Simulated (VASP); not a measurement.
```
InSb
1.0
    0.00000     3.26984     3.26984
    3.26984     0.00000     3.26984
    3.26984     3.26984     0.00000
In Sb
1 1
Cartesian
  0.00000   0.00000   0.00000
  1.63492   1.63492   1.63492
```

All values below come from vdW-DF-cx, VASP's PBE PAW potentials (set 64) (plane waves; VASP). Numerical set-up: 520 eV cut-off, Gaussian smearing of 0.050 eV, potentials In_d Sb.

Question: Give the energies of bands 7 to 12 at the high-symmetry points, in eV from the Fermi level.

Answer: 
```tsv
band	Γ	X	U	L	W
7	-0.44	-5.83	-5.71	-5.53	-5.73
8	0.00	-2.19	-3.02	-0.97	-2.77
9	0.00	-2.19	-1.85	-0.97	-2.64
10	0.00	1.29	1.57	0.42	3.36
11	2.92	1.33	3.61	3.76	3.94
12	2.92	7.93	6.11	3.76	4.12
```

It has no gap at this level: it comes out as a metal or semimetal.

The compound is InSb in the zinc blende structure. It was relaxed first.
